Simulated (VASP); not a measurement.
Consider the following.

```yaml
crystal:
  lattice:
    - [0.00000, 3.13260, 3.13260]
    - [3.13260, 0.00000, 3.13260]
    - [3.13260, 3.13260, 0.00000]
  atoms:
    - { symbol: Ga, position: [0.00000, 0.00000, 0.00000] }
    - { symbol: Sb, position: [0.25000, 0.25000, 0.25000] }
```

The numbers are results of revPBE GGA, VASP's PBE PAW potentials (set 64) (plane waves; VASP 6.6.1), not measurements. Settings: 520 eV cut-off, 9×9×9 Γ-centred mesh, first-order Methfessel-Paxton smearing of 0.10 eV, potentials Ga_d Sb.

Unless said otherwise, spin-orbit coupling is left out, though it shifts the bands of the heavy elements here.

Q: What does the run give for the energy per atom (σ→0), band gap (on the k-mesh) with the smallest direct gap where there is one?

A: 
The band gap (on the k-mesh) comes out as none (metal, semimetal or under 0.01 eV). The energy per atom (σ→0) is -3.403 eV/atom.

Total energies compare only between runs with the same potentials, cut-off and functional.

The compound is GaSb in the zinc blende structure. It was relaxed first, which changed the volume by +8 %. The start is the result of an earlier pass.
